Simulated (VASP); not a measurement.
An input for Ansatz (written as the equivalent of a VASP run, and not itself run):

Ansatz 0.2 input:
```yaml
crystal:
  lattice:
    - [4.0469004, -2.1740358, 0.0180839]
    - [4.0469004, 2.1740358, 0.0180839]
    - [2.8630123, 0.0000000, 3.5926760]
  atoms:
    - { symbol: Sb, position: [0.2319178, 0.2319178, 0.2319178] }
    - { symbol: Sb, position: [0.7680822, 0.7680822, 0.7680822] }
kpoints:
  mp_grid: { grid: [7, 7, 7] }
hamiltonian:
  xc: r2scan
  pseudopotentials: { kind: paw }
scf:
  occupations: { method: gaussian, width: 0.05 }
  max_iter: 100
relax:
  max_steps: 60
  f_tol: 0.01
  cell: {}
output: { forces: true, stress: true, eigenvalues: true }
```

Translate this input to VASP (INCAR, KPOINTS, POSCAR, choice of POTCAR).

This is not unique; one that fits is 
File POSCAR:
```
Sb
1
    4.0469004295    -2.1740358190     0.0180838906
    4.0469004295     2.1740358190     0.0180838906
    2.8630123139    -0.0000000000     3.5926759615
Sb
2
Direct
  0.2319177857   0.2319177857   0.2319177857
  0.7680822143   0.7680822143   0.7680822143
```

### INCAR
```
! general
SYSTEM  = Sb
PREC    = Accurate
ENCUT   = 400
LREAL   = .False.
LASPH   = .True.

! electronic loop
EDIFF   = 1E-6
NELM    = 100
ALGO    = Normal
LMAXMIX = 4
LMIXTAU = .True.

! smearing
ISMEAR  = 0
SIGMA   = 0.05

! functional
METAGGA = R2SCAN

! ions
IBRION  = 2
NSW     = 60
ISIF    = 3
EDIFFG  = -0.01

! output
LWAVE   = .False.
LCHARG  = .False.
```

### KPOINTS
```
Automatic mesh
0
Gamma
7 7 7
0 0 0
```

POTCAR, in this order: Sb (PBE.64 set). Program: vasp_std.

Limits of the translation: each code has its own PAW files, so the cut-off isn't converted (ENCUT is set for VASP's; basis.ecutwfc is left out, and Ansatz then takes the one that its files recommend); Ansatz stops its SCF on the density residual and VASP on the energy change (EDIFF).

The compound is Sb in the a7 structure. This run relaxes it. Symmetry was kept, so distortions that lower it aren't found. The start is the result of an earlier pass.
